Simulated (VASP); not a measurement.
Given:

```
MgS
1.0
    0.00000     2.65681     2.57034
    2.54963     0.00000     2.57034
    2.54963     2.65681     0.00000
Mg S
1 1
Direct
  0.00000   0.00000   0.00000
  0.49422   0.50578   0.50578
```

The numbers are results of SCAN meta-GGA, VASP's PBE PAW potentials (set 64) (plane waves; VASP), not measurements. Run with 400 eV cut-off, 8×8×8 Γ-centred mesh, Gaussian smearing of 0.050 eV, potentials Mg S.

Task: What does the run give for the energy per atom (σ→0), largest force?

Result: 
```json
{
  "energy per atom (σ→0)": "-8.967 eV/atom",
  "largest_force": "0.00476 Ry/bohr"
}
```

The absolute energy has meaning only against runs of the same code, potentials and settings.

The compound is MgS in the rock salt structure. The cell was not relaxed at this level, atoms are displaced from their ideal sites. The run is one of a series of settings (GGA removed, LMIXTAU = .TRUE., METAGGA = SCAN against the base run), some of them coarse on purpose.
